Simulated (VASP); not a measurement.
Given:

```yaml
crystal:
  lattice:
    - [0.00000, 2.33874, 2.35604]
    - [2.38196, 0.00000, 2.35604]
    - [2.38196, 2.33874, 0.00000]
  atoms:
    - { symbol: Hf, position: [0.00000, 0.00000, 0.00000] }
    - { symbol: C, position: [0.49095, 0.50905, 0.50905] }
```

Computed with PBE GGA, VASP's PBE PAW potentials (set 64) (plane waves; VASP). Run with 520 eV cut-off, 11×11×11 Γ-centred mesh, first-order Methfessel-Paxton smearing of 0.10 eV, potentials Hf_pv C.

Question: Which forces act on the atoms, in eV/Å?

Answer: 
```tsv
atom	Fx	Fy	Fz
Hf1	0.231	0.000	0.000
C2	-0.231	0.000	0.000
```

Question: Give the stress tensor in GPa (positive for a compressed cell).

Answer: 
```
-12.44    0.00    0.00
  0.00   -6.98    0.00
  0.00    0.00   -9.36
```
The pressure is its mean diagonal, -9.59 GPa.

The compound is HfC in the rock salt structure. The cell was not relaxed at this level, atoms are displaced from their ideal sites. The run is one of a series of settings (KPOINTS 11×11×11 Γ-centred mesh against the base run), some of them coarse on purpose.
